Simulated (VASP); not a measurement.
Data:

```yaml
crystal:
  lattice:
    - [0.00104, 4.49195, 4.49325]
    - [4.49195, 0.00104, 4.49325]
    - [2.24649, 2.24649, 0.00000]
  atoms:
    - { symbol: Zr, position: [0.00000, 0.00000, 0.00000] }
    - { symbol: N, position: [0.24903, 0.24903, 0.50193] }
    - { symbol: N, position: [0.24899, 0.75101, 0.50000] }
    - { symbol: N, position: [0.75101, 0.24899, 0.50000] }
    - { symbol: N, position: [0.75097, 0.75097, 0.49807] }
    - { symbol: Sc, position: [0.00000, 0.50000, 0.00000] }
    - { symbol: Sc, position: [0.50000, 0.00000, 0.00000] }
    - { symbol: Sc, position: [0.50000, 0.50000, 0.00000] }
```

Calculation: PBEsol GGA, VASP's PBE PAW potentials (set 64) (plane waves; VASP). Settings: 520 eV cut-off, 7×7×13 Γ-centred mesh, tetrahedra with Blöchl corrections, potentials Zr_sv N Sc_sv.

The cores are frozen, which limits the accuracy of field gradients.

Problem. Give the principal components of the electric field gradient (V/Å²) and the asymmetry η at each nucleus.

Solution. 
```tsv
atom	Vxx	Vyy	Vzz	η
Zr1	4.5	1.7	-6.1	0.46
N2	1.5	1.4	-2.9	0.05
N3	-1.5	-1.2	2.8	0.11
N4	-1.5	-1.2	2.8	0.11
N5	1.5	1.4	-2.9	0.05
Sc6	-1.2	-1.2	2.4	0.02
Sc7	-1.2	-1.2	2.4	0.02
Sc8	-0.8	-0.3	1.1	0.48
```

The structure was generated: Sc3ZrN4 was put into an ordered model structure (Cmmm), which need not be its known phase. It was relaxed first.
